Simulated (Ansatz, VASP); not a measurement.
# Equation of state of WAu under PBE

```xyz
2
Lattice="0.0000 2.9092 2.9092 2.9092 0.0000 2.9092 2.9092 2.9092 0.0000" Properties=species:S:1:pos:R:3 pbc="T T T"
W     0.0000    0.0000    0.0000
Au    4.3638    4.3638    4.3638
```

The cell comes from a database or a generator and needn't be the stable form of this composition.

The cell was scaled at fixed shape and fractions and run with VASP, PBE PAW files Au, W_sv, 520 eV; PBE, k mesh 8 × 8 × 8 on the cell of 2 atoms, fermi-dirac occupations of 0.05 eV, no spin polarisation, no spin-orbit coupling. Energies are those that the program minimises, any entropy of the smearing included. For a metal such a mesh isn't converged to the digits shown.

| V (Å³/atom) | energy over the lowest row (meV/atom) |
| --- | --- |
| 23.1448 | 40.77 |
| 23.6372 | ? |
| 24.1297 | 4.41 |
| 24.6221 | 0.00 |
| 25.1145 | 3.39 |
| 25.6070 | 13.72 |
| 26.0994 | 30.17 |

Q: Fit the third-order Birch-Murnaghan form, give V0, B0 and B′, and predict the energy left open.

A: With y = (V0/V)^(2/3), E = E0 + (9 V0 B0/16) [(y - 1)³ B′ + (y - 1)² (6 - 4y)]. Least squares through the rows shown give V0 = 24.6443 Å³/atom, E0 = -0.01 meV, B0 = 126.3 GPa (1 eV/Å³ = 160.218 GPa) and B′ = 5.01, with a largest miss of 0.01 meV. At V = 23.6372 the form with these constants gives 17.63 meV; the run gave 17.62 meV an atom. Other set-ups at this level, from all their volumes (Å³/atom, GPa): Ansatz, Ansatz PAW (earlier soft set): V0 24.619, B0 126.1.
